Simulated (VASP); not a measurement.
Method: LDA (Ceperley-Alder, Perdew-Zunger), VASP's LDA PAW potentials (set 64) (plane waves; VASP).

The input files of a VASP run:

**INCAR**
```
LMAXMIX = 4
NELM = 100   # most electronic steps
LWAVE = .FALSE.
ALGO = Normal   # blocked Davidson
SYSTEM = Rb
EDIFF = 1E-03
ENCUT = 180
SIGMA = 0.2   # width (eV)
LREAL = .FALSE.   # projection in real space or not
LASPH = .TRUE.   # aspherical one-centre terms
PREC = Accurate
ISMEAR = 0   # Gaussian
ISIF = 2   # forces and stress, cell fixed
LCHARG = .FALSE.
```

POSCAR:
```
Rb
5.565250
 -0.5000000000   0.5000000000   0.5000000000
  0.5000000000  -0.5000000000   0.5000000000
  0.5000000000   0.5000000000  -0.5000000000
Rb
1
Direct
  0.0000000000   0.0000000000   0.0000000000
```

**KPOINTS**
```
K-points
0
G
1 1 1
```

POTCAR, in this order: Rb_sv (LDA.64 set). Program: vasp_std.

### Question
What will the output report for the number of irreducible k-points (NKPTS), largest plane-wave count, number of space-group operations, FFT grid (NGX, NGY, NGZ)?

### Answer

| Quantity | Value |
|---|---|
| number of irreducible k-points (NKPTS) | 1 |
| largest plane-wave count | 459 |
| number of space-group operations | 48 |
| FFT grid (NGX, NGY, NGZ) | 24 × 24 × 24 |

The structure is a typed Rb crystal. The cell was not relaxed at this level. The k-mesh is coarse (spacing up to 1.60 per Å, 2π included), so the numbers may not be converged in it. The run is one of a series of settings (EDIFF = 1E-03, ENCUT = 180, GGA removed, SIGMA = 0.2, KPOINTS 1×1×1 Γ-centred mesh, POTCAR Rb_sv (LDA.64 set) against the base run), some of them coarse on purpose.
